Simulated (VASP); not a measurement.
Input for VASP

### KPOINTS
```
Automatic mesh
0
Gamma
10 10 10
0 0 0
```

File POSCAR:
```
PdP
1
    3.1980000000     0.0000000000     0.0000000000
    0.0000000000     3.1980000000     0.0000000000
    0.0000000000     0.0000000000     3.1980000000
Pd P
1 1
Direct
  0.0000000000   0.0000000000   0.0000000000
  0.5000000000   0.5000000000   0.5000000000
```

**INCAR**
```
! general
SYSTEM =PdP
PREC   =Accurate
ENCUT  =400
LREAL  =F
LASPH  =T

! electronic loop
EDIFF  =1E-6
NELM   =100
ALGO   =Normal
LMAXMIX=4

! smearing
ISMEAR =1
SIGMA  =0.1

! functional
GGA    =PS

! ions
IBRION =2
NSW    =60
ISIF   =3
EDIFFG =-0.01

! output
LWAVE  =F
LCHARG =F
```

POTCAR, in this order: Pd P (PBE.64 set). Program: vasp_std.

### Question
Write an equivalent input for Ansatz.

### Answer
One equivalent input (not run):
Ansatz 0.2 input:
```yaml
crystal:
  lattice:
    - [3.1980000, 0.0000000, 0.0000000]
    - [0.0000000, 3.1980000, 0.0000000]
    - [0.0000000, 0.0000000, 3.1980000]
  atoms:
    - { symbol: Pd, position: [0.0000000, 0.0000000, 0.0000000] }
    - { symbol: P, position: [0.5000000, 0.5000000, 0.5000000] }
kpoints:
  mp_grid: { grid: [10, 10, 10] }
hamiltonian:
  xc: pbesol
  pseudopotentials: { kind: paw }
scf:
  occupations: { method: methfessel_paxton, width: 0.1 }
  max_iter: 100
relax:
  max_steps: 60
  f_tol: 0.01
  cell: {}
output: { forces: true, stress: true, eigenvalues: true }
```
What does not carry over: each code has its own PAW files, so the cut-off isn't converted (ENCUT is set for VASP's; basis.ecutwfc is left out, and Ansatz then takes the one that its files recommend); Ansatz stops its SCF on the density residual and VASP on the energy change (EDIFF).

The structure was generated: PdP was put into the CsCl type type (Pm-3m), which need not be its known phase. This run relaxes it. Symmetry was kept, so distortions that lower it aren't found.
